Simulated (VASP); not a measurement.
# Y3Ti: the relaxed cell at several levels, part 3 of 3

Aim: relax Y3Ti with several functionals and dispersion schemes, and compare the cells. The cell is invented: it takes the structure of a Materials Project entry for Tb3Zr (space group 139 there), with all of its atoms replaced by other elements, volume scaled by an estimate. It may not be a known or stable phase.

VASP 6.6.1, plane waves and PAW; the level of theory is named at each step.

So far. Step 3 (Relaxation with LDA): It ends at 25.34 Å³/atom, -10.6 % from the start, with 0.00 GPa left. The conventional cell has a = 4.682 and c = 9.248 Å. Step 4 (Relaxation with PBEsol): It ends at 26.51 Å³/atom, -6.5 % from the start, with -0.06 GPa left. The conventional cell has a = 4.750 and c = 9.397 Å.

### Step 6. Relaxation with PBE + D3(BJ)

This step: PBE with D3(BJ); plane waves and PAW (Y_sv, Ti_sv); invented cell (VASP 6.6.1).

A dispersion term adds the long-range attraction that semilocal functionals lack. D3 with Becke-Johnson damping keeps a finite attraction at short range.

INCAR

```
SYSTEM = Y3Ti
PREC = Accurate
ENCUT = 520
EDIFF = 1E-06
NELM = 100
ISMEAR = -1
SIGMA = 0.05
LREAL = .FALSE.
ALGO = Normal
GGA = PE
IVDW = 12
LORBIT = 11
LWAVE = .FALSE.
LCHARG = .FALSE.
KPAR = 2
IBRION = 2
NSW = 60
ISIF = 3
EDIFFG = -0.01
```

POSCAR

```
Y3Ti
1.0
   -2.4239180000      2.4239180000      4.8257120000
    2.4239180000     -2.4239180000      4.8257120000
    2.4239180000      2.4239180000     -4.8257120000
Y Ti
3 1
Direct
    0.7500000000      0.2500000000      0.5000000000
    0.2500000000      0.7500000000      0.5000000000
    0.5000000000      0.5000000000      0.0000000000
    0.0000000000      0.0000000000      0.0000000000
```

KPOINTS

```
Automatic mesh
0
Gamma
7 7 7
0 0 0
```

PAW data sets: Y_sv and Ti_sv (PBE family, release 64).

The run is started by

```sh
$ mpirun -np 2 vasp_std
```

What it wrote:

```text
[... set-up lines as in an earlier step ...]
 entering main loop
       N       E                     dE             d eps       ncg     rms          rms(c)
[... 21 cycles as in an earlier step ...]
   1 F= -.27812610E+02 E0= -.27784623E+02  d E =-.278126E+02
[...]
2 F= -.27883316E+02 E0= -.27859734E+02  d E =-.707064E-01
[...]
3 F= -.27884246E+02 E0= -.27860285E+02  d E =-.716369E-01
[...]
4 F= -.27884240E+02 E0= -.27860205E+02  d E =-.716306E-01
[...]
5 F= -.27884351E+02 E0= -.27860346E+02  d E =-.110481E-03
[...]
6 F= -.27884486E+02 E0= -.27860565E+02  d E =-.245897E-03
[...]
reached required accuracy - stopping structural energy minimisation
```

The job ended after 8.8 min (2 MPI ranks of AMD EPYC 7R43, shared host; peak memory 0.83 GiB; 18 min of CPU time).

From OUTCAR (step 6):

```text
 Edisp (eV)   -1.64270

 Edisp (eV)   -1.64287

  Total      -0.02845    -0.02845    -0.02615     0.00000     0.00000     0.00000
  in kB      -0.42944    -0.42944    -0.39470     0.00000     0.00000     0.00000
  external pressure =       -0.42 kB  Pullay stress =        0.00 kB

 POSITION                                       TOTAL-FORCE (eV/Angst)
 -----------------------------------------------------------------------------------
      0.00000      2.37651      2.34961        -0.000000      0.000000      0.000000
      2.37651      0.00000      2.34961         0.000000     -0.000000     -0.000000
      0.00000      0.00000      4.69922        -0.000000      0.000000     -0.000000
     -2.37651      2.37651      4.69922        -0.000000      0.000000     -0.000000
 -----------------------------------------------------------------------------------
    total drift:                                0.000000      0.000000     -0.000000

  FREE ENERGIE OF THE ION-ELECTRON SYSTEM (eV)
  ---------------------------------------------------
  free  energy   TOTEN  =       -27.8844860941 eV

  energy  without entropy=      -27.8366448106  energy(sigma->0) =      -27.86056545

[... 2 parts as in an earlier step ...]

[... 2 further parts left out ...]
[key lines of the parts left out:]
E-fermi :   4.2782
```

Dispersion corrections of this kind ignore metallic screening and tend to overbind metals.

It ends at 26.54 Å³/atom, -6.4 % from the start, with -0.04 GPa left. The conventional cell has a = 4.753 and c = 9.398 Å. Against plain PBE, the dispersion term moves a by -1.6 % and c by -1.8 %.

### Step 7. Relaxation with BLYP + D4

This step: BLYP with D4; plane waves and PAW (Y_sv, Ti_sv); invented cell (VASP 6.6.1).

BLYP comes from molecular chemistry and underbinds dense solids. D4 lets the coefficients depend on atomic charges too.

INCAR: that of step 6 with these lines changed.

```diff
@@ -9,4 +9,12 @@
 ALGO = Normal
-GGA = PE
-IVDW = 12
+GGA = B5
+ALDAX = 1
+AGGAX = 1
+AGGAC = 1
+ALDAC = 0
+IVDW = 13
+VDW_S6 = 1
+VDW_S8 = 2.34076671
+VDW_A1 = 0.44488865
+VDW_A2 = 4.0933009
 LORBIT = 11
```

POSCAR is that of step 6.

KPOINTS is that of step 6.

The run is started by

```sh
$ mpirun -np 2 vasp_std
```

What it wrote:

```text
[banner, memory and clock lines left out]
running    2 mpi-ranks, on    1 nodes
[...]
[... a notice as in an earlier step ...]

 LDA part: xc-table for (Slater(with rela. corr.)+VWN5), standard interpolation
 POSCAR, INCAR and KPOINTS ok, starting setup
[...]
entering main loop
       N       E                     dE             d eps       ncg     rms          rms(c)
DAV:   1     0.358840831956E+03    0.35884E+03   -0.22254E+04  2160   0.164E+03
DAV:   2     0.161109598146E+02   -0.34273E+03   -0.33795E+03  2223   0.453E+02
DAV:   3    -0.206414623896E+02   -0.36752E+02   -0.35552E+02  3626   0.101E+02
DAV:   4    -0.240988555558E+02   -0.34574E+01   -0.33645E+01  3192   0.267E+01
[...]
DAV:  21    -0.223412523683E+02   -0.11611E-04   -0.44957E-05  2393   0.214E-02    0.491E-02
DAV:  22    -0.223412399873E+02    0.12381E-04   -0.47794E-05  2485   0.255E-02    0.131E-02
DAV:  23    -0.223412396837E+02    0.30357E-06   -0.79776E-06  2340   0.967E-03
   1 F= -.23999005E+02 E0= -.23972067E+02  d E =-.239990E+02
[... from here on, the cycles between the ionic steps are left out ...]
   2 F= -.24019419E+02 E0= -.23994681E+02  d E =-.204138E-01
   3 F= -.24020122E+02 E0= -.23995060E+02  d E =-.211166E-01
   4 F= -.24020113E+02 E0= -.23995088E+02  d E =-.211081E-01
   5 F= -.24020181E+02 E0= -.23995180E+02  d E =-.678674E-04
   6 F= -.24020277E+02 E0= -.23995346E+02  d E =-.163700E-03
[...]
reached required accuracy - stopping structural energy minimisation
```

Wall time 14 min (2 MPI ranks); peak memory 0.79 GiB.

OUTCAR, selected parts (step 7):

```text
  Edisp (eV):   -1.72047

  Total       0.01578     0.01578     0.01808     0.00000     0.00000     0.00000
  in kB       0.23133     0.23133     0.26502     0.00000     0.00000     0.00000
  external pressure =        0.24 kB  Pullay stress =        0.00 kB

 POSITION                                       TOTAL-FORCE (eV/Angst)
 -----------------------------------------------------------------------------------
      0.00000      2.39872      2.37455        -0.000000      0.000000      0.000000
      2.39872      0.00000      2.37455         0.000000     -0.000000      0.000000
      0.00000      0.00000      4.74910         0.000000     -0.000000     -0.000000
      2.39872     -2.39872      4.74910         0.000000     -0.000000     -0.000000
 -----------------------------------------------------------------------------------
    total drift:                                0.000000     -0.000000      0.000000

  FREE ENERGIE OF THE ION-ELECTRON SYSTEM (eV)
  ---------------------------------------------------
  free  energy   TOTEN  =       -24.0202767738 eV

  energy  without entropy=      -23.9704145395  energy(sigma->0) =      -23.99534566

[... 2 parts as in an earlier step ...]

[... 2 further parts left out ...]
[key lines of the parts left out:]
E-fermi :   4.6013
```

It ends at 27.33 Å³/atom, -3.6 % from the start, with 0.02 GPa left. The conventional cell has a = 4.797 and c = 9.498 Å.

### Step 8. Relaxation with TPSS + D4

This step: TPSS with D4; plane waves and PAW (Y_sv, Ti_sv); invented cell (VASP 6.6.1).

TPSS is an older meta-GGA.

INCAR

```
SYSTEM = Y3Ti
PREC = Accurate
ENCUT = 520
EDIFF = 1E-06
NELM = 100
ISMEAR = -1
SIGMA = 0.05
LREAL = .FALSE.
ALGO = Normal
METAGGA = TPSS
IVDW = 13
LASPH = .TRUE.
LORBIT = 11
LWAVE = .FALSE.
LCHARG = .FALSE.
KPAR = 2
IBRION = 2
NSW = 60
ISIF = 3
EDIFFG = -0.01
```

POSCAR is that of step 7.

KPOINTS is that of step 7.

The run is started by

```sh
$ mpirun -np 2 vasp_std
```

What it wrote:

```text
[... set-up lines as in an earlier step ...]
 entering main loop
       N       E                     dE             d eps       ncg     rms          rms(c)
DAV:   1     0.391234529266E+03    0.39123E+03   -0.21829E+04  2160   0.170E+03
DAV:   2     0.407653228922E+01   -0.38716E+03   -0.38149E+03  2322   0.544E+02
DAV:   3    -0.381342716429E+02   -0.42211E+02   -0.40768E+02  3658   0.142E+02
DAV:   4    -0.417286831911E+02   -0.35944E+01   -0.34238E+01  3200   0.350E+01
[...]
DAV:  18    -0.593345641610E+02   -0.19472E-02   -0.29114E-02  3061   0.646E-01    0.135E-01
DAV:  19    -0.593355049505E+02   -0.94079E-03   -0.23967E-03  2911   0.213E-01    0.123E-01
DAV:  20    -0.593355600935E+02   -0.55143E-04   -0.46117E-04  2728   0.687E-02    0.139E-01
 hard stop encountered!  aborting job ...
 [... a notice as in an earlier step ...]

 soft stop encountered!  aborting job ...
```

Wall time 16 min (2 MPI ranks).

The run was stopped at its time limit, by a STOPCAR file.

More ranks or a longer limit would be the way on.

### Step 9. The cells as a table

This step: relaxed cells at several levels; plane waves and PAW; invented cell (VASP 6.6.1).

This step runs nothing: it gathers the runs above.

Lengths are those of the conventional cell; cost is the wall time of each run, as given at its step, times its ranks, without the set-up around it. Results by level, by row:

```tsv
level	volume (Å³/atom)	change from the start (%)	a (Å)	c (Å)	cost (core minutes)
PBE	27.89	-1.6	4.828	9.569	15
LDA	25.34	-10.6	4.682	9.248	24.8
PBEsol	26.51	-6.5	4.75	9.397	18.1
PBE + D3(BJ)	26.54	-6.4	4.753	9.398	17.6
BLYP + D4	27.33	-3.6	4.797	9.498	28.1
```

### Step 10. Summary of results

```json
{"volume, PBE": "27.89 Å³/atom", "volume, LDA": "25.34 Å³/atom", "volume, PBEsol": "26.51 Å³/atom", "volume, PBE + D3(BJ)": "26.54 Å³/atom", "volume, BLYP + D4": "27.33 Å³/atom"}
```

**Reading.** For Y3Ti the levels give volumes between 25.34 Å³/atom (LDA) and 27.89 Å³/atom (PBE), a spread of 10.1 %, while the cost of the finished runs spans a factor of 1.9. The costs hold the number of ionic steps as well as the price of the functional. Adding D3(BJ) to PBE changes the volume by -4.8 % (a by -1.6 % and c by -1.8 %). Pairwise corrections of the D and TS kind ignore the screening in a metal, so they may overbind here. Within 0.02 Å all end in space group I4/mmm; the runs can't lower the symmetry of the start. The k-sampling is coarse for a metal, so the Fermi level, pressures and the shape of the cell carry errors. Not obtained: r2SCAN, because the run hit its time limit. Not obtained: TPSS + D4, because the run hit its time limit. Each is a single relaxation on the plane waves of the start cell, so larger changes of volume carry a basis-set error that was not tested here. Zero-point and thermal expansion are not included. Nothing here tests the cell against competing phases.

[Lines on the potential files, build, host, timing and source positions are cut from VASP's logs without a mark.]

[Logs are printed without paths, hosts, clocks, repeated set-up lines and the standing remarks that a program may print on its own settings, such as how far it seeks lower states.]

[Hosts, paths, dates, database ids (printed as entryN), source tags and the programs' standing remarks are cut or masked in the printed files.]

[A measured line is paired with the nearest computed mode of its activity, which favours agreement.]
